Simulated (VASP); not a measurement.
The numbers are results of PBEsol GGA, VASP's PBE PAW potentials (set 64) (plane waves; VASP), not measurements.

VASP ran on this input.

File KPOINTS:
```
kpoints
0
Gamma
  6 5 1
```

### POSCAR
```
NaF(110) slab
49.6434260
  0.0659483896   0.0000000000   0.0000000000
  0.0000000000   0.0932651183   0.0000000000
  0.0000000000   0.0000000000   0.5000000000
Na F
6 6
direct
  0.0000000000   0.0000000000   0.3380354526
  0.5000000000   0.5000000000   0.3985895846
  0.0000000000   0.0000000000   0.4672869408
  0.5000000000   0.5000000000   0.5327130592
  0.0000000000   0.0000000000   0.6014104154
  0.5000000000   0.5000000000   0.6619645474
  0.5000000000   0.0000000000   0.3993769574
  0.0000000000   0.5000000000   0.3364127546
  0.5000000000   0.0000000000   0.5328155907
  0.0000000000   0.5000000000   0.4671844093
  0.5000000000   0.0000000000   0.6635872454
  0.0000000000   0.5000000000   0.6006230426
```

INCAR:
```
LWAVE = .False.
LCHARG = .False.
LDIPOL = .True.
DIPOL = 0.5 0.5 0.5
LVHAR = .True.
LREAL = .False.   ! projection in real space or not
LORBIT = 11   ! lm-projected
NELM = 100   ! most electronic steps
ALGO = Normal
IDIPOL = 3
PREC = Normal
LASPH = .True.   ! aspherical one-centre terms
NELMIN = 4
SYSTEM = NaF(110) slab
EDIFF = 1E-6   ! SCF stop (eV)
GGA = PS
ENCUT = 450   ! plane-wave cut-off (eV)
SIGMA = 0.05
ISMEAR = 0   ! Gaussian
```

POTCAR, in this order: Na_pv F (PBE.64 set). Program: vasp_std. Read from the step before: WAVECAR.

Output of the run:

OSZICAR:
```
       N       E                     dE             d eps       ncg     rms          rms(c)
DAV:   1    -0.513880516349E+02   -0.51388E+02   -0.31361E-06   980   0.367E-02    0.984E-04
DAV:   2    -0.513880519856E+02   -0.35070E-06   -0.40516E-06  1098   0.151E-02    0.119E-03
DAV:   3    -0.513880519704E+02    0.15250E-07   -0.13218E-07   844   0.282E-03    0.106E-03
DAV:   4    -0.513880518918E+02    0.78560E-07   -0.12556E-07   800   0.627E-03
   1 F= -.51388052E+02 E0= -.51388052E+02  d E =-.135041E-13
```

### OUTCAR
```
------------------------ aborting loop because EDIFF is reached ----------------------------------------
  FORCE on cell =-STRESS in cart. coord.  units (eV):
  Direction    XX          YY          ZZ          XY          YZ          ZX
  --------------------------------------------------------------------------------------
  Total       -0.0597455     -5.2933619     -2.4024128      0.0000000      0.0000000      0.0000000
  in kB       -0.2544118    -22.5404971    -10.2300920      0.0000000      0.0000000      0.0000000
  external PRESSURE =     -11.0083336 kB  Pullay stress =       0.0000000 kB
  volume of cell :      376.25
      direct lattice vectors                 reciprocal lattice vectors
     3.273904000  0.000000000  0.000000000     0.305445731  0.000000000  0.000000000
     0.000000000  4.630000000  0.000000000     0.000000000  0.215982721  0.000000000
     0.000000000  0.000000000 24.821713000     0.000000000  0.000000000  0.040287308
 POSITION                                       TOTAL-FORCE (eV/Angst)
 -----------------------------------------------------------------------------------
      0.00000      0.00000      8.39062         0.000000      0.000000      0.027246
      1.63695      2.31500      9.89368         0.000000      0.000000      0.017995
      0.00000      0.00000     11.59886         0.000000      0.000000      0.015339
      1.63695      2.31500     13.22285         0.000000      0.000000     -0.015339
      0.00000      0.00000     14.92804         0.000000      0.000000     -0.017995
      1.63695      2.31500     16.43109         0.000000      0.000000     -0.027246
      1.63695      0.00000      9.91322         0.000000      0.000000      0.010705
      0.00000      2.31500      8.35034         0.000000      0.000000      0.000517
      1.63695      0.00000     13.22540         0.000000      0.000000      0.018095
      0.00000      2.31500     11.59632         0.000000      0.000000     -0.018095
      1.63695      0.00000     16.47137         0.000000      0.000000     -0.000517
      0.00000      2.31500     14.90849         0.000000      0.000000     -0.010705
 -----------------------------------------------------------------------------------
    total drift:                                0.000000      0.000000      0.000000
  FREE ENERGIE OF THE ION-ELECTRON SYSTEM (eV)
  ---------------------------------------------------
  free  energy   TOTEN  =       -51.3880518918 eV

  energy  without entropy=      -51.3880518918  energy(sigma->0) =      -51.38805189

 total charge

# of ion       s       p       d       tot
------------------------------------------
    1        0.046   5.989   0.000   6.035
    2        0.053   5.999   0.000   6.052
    3        0.050   5.996   0.000   6.045
    4        0.050   5.996   0.000   6.045
    5        0.053   5.999   0.000   6.052
    6        0.046   5.989   0.000   6.035
    7        1.740   4.377   0.000   6.117
    8        1.740   4.354   0.000   6.094
    9        1.740   4.370   0.000   6.110
   10        1.740   4.370   0.000   6.110
   11        1.740   4.354   0.000   6.094
   12        1.740   4.377   0.000   6.117
--------------------------------------------------
tot         10.738  62.170   0.000  72.908
```
(Selected blocks of OUTCAR.)

At this cut-off the stress carries a Pulay error, which pulls relaxed volumes low.

The cell is a thin slab with vacuum, built from NaF (rock salt): (110) face.
